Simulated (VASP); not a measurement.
These are AM05 GGA, VASP's PBE PAW potentials (set 64) (plane waves; VASP) values and carry that method's errors.

The input files of a VASP run:

### KPOINTS
```
Automatic mesh
0
Gamma
9 9 9
0 0 0
```

**POSCAR**
```
KF
1
    0.0000000000     2.6877206240     2.6877206240
    2.6877206240     0.0000000000     2.6877206240
    2.6877206240     2.6877206240     0.0000000000
K F
1 1
Direct
  0.0000000000   0.0000000000   0.0000000000
  0.5000000000   0.5000000000   0.5000000000
```

### INCAR
```
SYSTEM=KF
PREC=Accurate; ENCUT=520; LREAL=.FALSE.
LASPH=.TRUE.
EDIFF=1E-7; NELM=100; ALGO=Normal
ISMEAR=0; SIGMA=0.05
GGA=AM
ISIF=2
LWAVE=.FALSE.; LCHARG=.FALSE.
```

POTCAR, in this order: K_sv F (PBE.64 set). Program: vasp_std.

Output of the run:

OUTCAR:
```
 ion  position               nearest neighbor table
   1  0.000  0.000  0.000-   2 2.69   2 2.69   2 2.69   2 2.69   2 2.69   2 2.69
   2  0.500  0.500  0.500-   1 2.69   1 2.69   1 2.69   1 2.69   1 2.69   1 2.69
  LATTYP: Found a face centered cubic cell.
 ALAT       =     5.3754412480
 Subroutine PRICEL returns:
 Original cell was already a primitive cell.
 Subroutine GETGRP returns: Found 48 space group operations
The static configuration has the point symmetry O_h .
The dynamic configuration has the point symmetry O_h .
 Subroutine INISYM returns: Found 48 space group operations
 Subroutine IBZKPT returns following result:
 Found     35 irreducible k-points:

 Following reciprocal coordinates:
            Coordinates               Weight
  0.000000  0.000000  0.000000      1.000000
  0.111111  0.000000  0.000000      8.000000
  0.222222  0.000000  0.000000      8.000000
  0.333333  0.000000  0.000000      8.000000
  0.444444  0.000000  0.000000      8.000000
  0.111111  0.111111  0.000000      6.000000
  0.222222  0.111111  0.000000     24.000000
  0.333333  0.111111  0.000000     24.000000
  0.444444  0.111111  0.000000     24.000000
 -0.444444  0.111111  0.000000     24.000000
 -0.333333  0.111111  0.000000     24.000000
 -0.222222  0.111111  0.000000     24.000000
 -0.111111  0.111111  0.000000     12.000000
  0.222222  0.222222  0.000000      6.000000
  0.333333  0.222222  0.000000     24.000000
  0.444444  0.222222  0.000000     24.000000
 -0.444444  0.222222  0.000000     24.000000
 -0.333333  0.222222  0.000000     24.000000
 -0.222222  0.222222  0.000000     12.000000
  0.333333  0.333333  0.000000      6.000000
  0.444444  0.333333  0.000000     24.000000
 -0.444444  0.333333  0.000000     24.000000
 -0.333333  0.333333  0.000000     12.000000
  0.444444  0.444444  0.000000      6.000000
...
```

File OSZICAR:
```
       N       E                     dE             d eps       ncg     rms          rms(c)
DAV:   1     0.114538378230E+03    0.11454E+03   -0.83357E+03   840   0.128E+03
DAV:   2    -0.445716831428E+01   -0.11900E+03   -0.10965E+03  1072   0.328E+02
DAV:   3    -0.919198177091E+01   -0.47348E+01   -0.47100E+01  1072   0.618E+01
DAV:   4    -0.933210678936E+01   -0.14013E+00   -0.14001E+00  1260   0.929E+00
DAV:   5    -0.933486226139E+01   -0.27555E-02   -0.27554E-02  1096   0.110E+00    0.586E+00
DAV:   6    -0.824605050191E+01    0.10888E+01   -0.38054E+00   920   0.172E+01    0.379E+00
DAV:   7    -0.822356738253E+01    0.22483E-01   -0.11731E-01  1132   0.316E+00    0.228E+00
DAV:   8    -0.822827125836E+01   -0.47039E-02   -0.62053E-02   920   0.287E+00    0.217E-01
DAV:   9    -0.823087885209E+01   -0.26076E-02   -0.75891E-03  1064   0.738E-01    0.132E-01
DAV:  10    -0.823147410586E+01   -0.59525E-03   -0.88352E-04   956   0.291E-01    0.780E-02
DAV:  11    -0.823183074861E+01   -0.35664E-03   -0.52994E-04   872   0.185E-01    0.196E-02
DAV:  12    -0.823182526033E+01    0.54883E-05   -0.55891E-05  1080   0.660E-02    0.701E-03
DAV:  13    -0.823182665966E+01   -0.13993E-05   -0.94641E-06   884   0.302E-02    0.381E-03
DAV:  14    -0.823182663973E+01    0.19930E-07   -0.51857E-07  1060   0.820E-03
   1 F= -.82318266E+01 E0= -.82318266E+01  d E =-.112758E-15
```

### OUTCAR
```
------------------------ aborting loop because EDIFF is reached ----------------------------------------
  FORCE on cell =-STRESS in cart. coord.  units (eV):
  Direction    XX          YY          ZZ          XY          YZ          ZX
  --------------------------------------------------------------------------------------
  Total        0.0021682      0.0021682      0.0021682      0.0000000      0.0000000      0.0000000
  in kB        0.0894602      0.0894602      0.0894602      0.0000000      0.0000000      0.0000000
  external PRESSURE =       0.0894602 kB  Pullay stress =       0.0000000 kB
  volume of cell :       38.83
      direct lattice vectors                 reciprocal lattice vectors
     0.000000000  2.687720624  2.687720624    -0.186031240  0.186031240  0.186031240
     2.687720624  0.000000000  2.687720624     0.186031240 -0.186031240  0.186031240
     2.687720624  2.687720624  0.000000000     0.186031240  0.186031240 -0.186031240
  FREE ENERGIE OF THE ION-ELECTRON SYSTEM (eV)
  ---------------------------------------------------
  free  energy   TOTEN  =        -8.2318266397 eV

  energy  without entropy=       -8.2318266397  energy(sigma->0) =       -8.23182664
```
(Selected blocks of OUTCAR.)

**OUTCAR**
```
 val. band max:       -2.8451125000   @ k =   0.0000   0.0000   0.0000

 cond. band min:       3.3222753807   @ k =   0.0000   0.0000   0.0000


 Fermi energy:        -2.5814518294

 k-point     1 :       0.0000    0.0000    0.0000
  band No.  band energies     occupation
      1     -28.8711      2.00000
      2     -21.2862      2.00000
      3     -12.2389      2.00000
      4     -12.2389      2.00000
      5     -12.2389      2.00000
      6      -2.8451      2.00000
      7      -2.8451      2.00000
      8      -2.8451      2.00000
      9       3.3223      0.00000
     10       7.7947      0.00000
     11       7.7947      0.00000
     12       7.7947      0.00000

 k-point     2 :       0.1111    0.0000    0.0000
  band No.  band energies     occupation
      1     -28.8609      2.00000
      2     -21.2956      2.00000
      3     -12.2698      2.00000
      4     -12.2431      2.00000
      5     -12.2431      2.00000
      6      -2.9543      2.00000
      7      -2.8860      2.00000
      8      -2.8860      2.00000
      9       3.6608      0.00000
     10       7.6017      0.00000
     11       7.9585      0.00000
     12       7.9585      0.00000

 k-point     3 :       0.2222    0.0000    0.0000
  band No.  band energies     occupation
      1     -28.8347      2.00000
      2     -21.3201      2.00000
      3     -12.3473      2.00000
      4     -12.2536      2.00000
      5     -12.2536      2.00000
      6      -3.2024      2.00000
      7      -2.9875      2.00000
      8      -2.9875      2.00000
      9       4.5420      0.00000
     10       7.2842      0.00000
     11       8.3823      0.00000
     12       8.3823      0.00000

 k-point     4 :       0.3333    0.0000    0.0000
  band No.  band energies     occupation
      1     -28.8046      2.00000
      2     -21.3481      2.00000
      3     -12.4345      2.00000
      4     -12.2654      2.00000
      5     -12.2654      2.00000
      6      -3.4490      2.00000
...
```

The compound is KF in the rock salt structure. It was relaxed first.
